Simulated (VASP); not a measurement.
Computed with PBE GGA, VASP's PBE PAW potentials (set 64) (plane waves; VASP 6.6.1).

A VASP calculation is set up with these files.

INCAR:
```
! general
SYSTEM  = V
PREC    = Accurate
ENCUT   = 400   ! plane-wave cut-off (eV)
LREAL   = F   ! projection in real space or not
LASPH   = T   ! aspherical one-centre terms

! electronic loop
EDIFF   = 1E-6   ! SCF stop (eV)
NELM    = 100   ! most electronic steps
ALGO    = Normal   ! blocked Davidson
LMAXMIX = 4

! smearing
ISMEAR  = 1   ! Methfessel-Paxton
SIGMA   = 0.1

! functional
GGA     = PE   ! PBE

! ions
ISIF    = 2   ! forces and stress, cell fixed

! output
LWAVE   = F
LCHARG  = F
```

### KPOINTS
```
K-points
0
gamma
  15 15 15
```

POSCAR:
```
V
2.6240570
 -0.5773502634   0.5773502634   0.5773502634
  0.5773502634  -0.5773502634   0.5773502634
  0.5773502634   0.5773502634  -0.5773502634
V
1
direct
  0.0000000000   0.0000000000   0.0000000000
```

POTCAR, in this order: V_sv (PBE.64 set). Program: vasp_std.

Problem. Estimate the energy per atom (σ→0), pressure, band gap (on the k-mesh).

Solution. 
energy per atom (σ→0): -8.985 eV/atom
band gap (on the k-mesh): none (metal, semimetal or under 0.01 eV)
pressure: -7.29 GPa

### OSZICAR
```
...
DAV:   5    -0.104357480178E+02   -0.69895E-04   -0.69895E-04  2500   0.382E-01    0.175E+01
DAV:   6    -0.901149905961E+01    0.14242E+01   -0.60417E+00  2410   0.362E+01    0.143E+00
DAV:   7    -0.899374418751E+01    0.17755E-01   -0.20530E-02  2414   0.231E+00    0.913E-01
DAV:   8    -0.898497230270E+01    0.87719E-02   -0.65574E-03  2420   0.132E+00    0.504E-02
DAV:   9    -0.898501122383E+01   -0.38921E-04   -0.66510E-05  2414   0.129E-01    0.270E-02
DAV:  10    -0.898501299224E+01   -0.17684E-05   -0.55994E-06  2436   0.291E-02    0.127E-03
DAV:  11    -0.898501374007E+01   -0.74782E-06   -0.11293E-07  1200   0.525E-03
   1 F= -.89850137E+01 E0= -.89852704E+01  d E =0.770034E-03
```

The compound is V in the bcc structure. The cell was not relaxed at this level. The run is not spin-polarised, so no magnetic state was tried.
